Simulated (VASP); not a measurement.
Here is a VASP 6.6.1 calculation.

File INCAR:

```
ALGO     = Normal         # electronic algorithm
EDIFF    = 1E-6           # SCF threshold, eV
EDIFFG   = -0.01          # ionic threshold
ENCUT    = 600            # plane-wave cutoff, eV
GGA      = PE             # functional
IBRION   = 2              # ionic algorithm
ISIF     = 3              # what is computed and relaxed
ISMEAR   = 0              # smearing method
IVDW     = 12             # dispersion correction
LASPH    = T              # aspherical terms in the spheres
LCHARG   = F              # write CHGCAR
LREAL    = F              # projectors in reciprocal space
LWAVE    = F              # write WAVECAR
NELM     = 80             # most SCF steps
NSW      = 90             # ionic steps
PREC     = Accurate       # precision mode
SIGMA    = 0.03           # smearing width, eV
```

The input KPOINTS:

```
k-points
0
Gamma
  7 7 7
```

File POSCAR:

```
Bi2Te3
1.0
    2.1930000000      1.2661291403     10.1656666667
   -2.1930000000      1.2661291403     10.1656666667
    0.0000000000     -2.5322582807     10.1656666667
Bi Te
2 3
Direct
    0.4000000000      0.4000000000      0.4000000000
    0.6000000000      0.6000000000      0.6000000000
    0.0000000000      0.0000000000      0.0000000000
    0.2095000000      0.2095000000      0.2095000000
    0.7905000000      0.7905000000      0.7905000000
```

Potentials or basis: VASP PAW PBE potentials, release 64 (Bi_d, Te).

Run with:

```console
$ cat potpaw_PBE.64/Bi_d/POTCAR potpaw_PBE.64/Te/POTCAR > POTCAR
$ mpirun -np 1 vasp_std > vasp.out
```

**Question.** What does it give for the band gap on the k mesh?

**Answer.** 0.25 eV, direct.

**Question.** What does it give for the relaxed cell?

**Answer.** a = 10.408 Å, b = 10.408 Å, c = 10.408 Å, α = 24.33°, β = 24.33°, γ = 24.33°.

The path:
```csv
step,energy change (eV),largest force (eV/Å),pressure (GPa),volume (Å³)
1,0.0000,0.0293,-0.31,169.36
2,-0.0008,0.0475,0.21,167.76
3,-0.0011,0.0193,0.02,168.33
4,-0.0011,0.0183,0.02,168.36
5,-0.0013,0.0165,0.01,168.35
6,-0.0015,0.0126,0.00,168.35
7,-0.0015,0.0106,-0.01,168.33
8,-0.0016,0.0076,-0.01,168.29
```

Caveat: spin-orbit coupling is left out, which as a rule narrows the gap of such compounds by several tenths of an eV; an odd mesh through Γ misses points on the zone boundary, where band edges often lie.
